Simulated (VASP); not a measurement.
The system is Sc.

```
Sc
1.0
     3.29122    0.00000    0.00000
    -1.64561    2.85028    0.00000
     0.00000    0.00000    5.33257
Sc
2
Direct
  0.33333 0.66667 0.25000
  0.66667 0.33333 0.75000
```

```yaml
Program: VASP 6.6.1
Task: relaxation of cell and atoms
Functional: PBEsol
Potentials_or_basis: VASP PAW PBE potentials, release 64 (Sc_sv)
Cutoff: 300 eV
k_mesh: 15 × 15 × 8
Occupations: gaussian, width 0.1 eV
Spin: no spin polarisation
```

At the start: pressure -3.3 GPa; volume 25.01 Å³/atom.

Q: Where does the relaxation end?

A: Over 7 steps the energy falls by 23.4 meV/atom and the volume is 23.46 Å³/atom (-6.2 %); space group P6_3/mmc (No. 194, to 0.05 Å).

The path:
```csv
step,energy change (eV),largest force (eV/Å),pressure (GPa),volume (Å³)
1,0.0000,0.0000,-3.26,50.02
2,-0.0421,0.0000,0.70,46.42
3,-0.0423,0.0000,0.37,46.67
4,-0.0463,0.0000,0.15,46.80
5,-0.0468,0.0000,0.05,46.87
6,-0.0468,0.0000,0.04,46.88
7,-0.0468,0.0000,-0.01,46.92
```

Final structure:
```
Sc
1.0
     3.26864    0.00000    0.00000
    -1.63432    2.83073    0.00000
     0.00000    0.00000    5.07083
Sc
2
Direct
  0.33333 0.66667 0.25000
  0.66667 0.33333 0.75000
```

Caveat: the PAW data sets were made with another functional, which shifts forces and pressure a little.
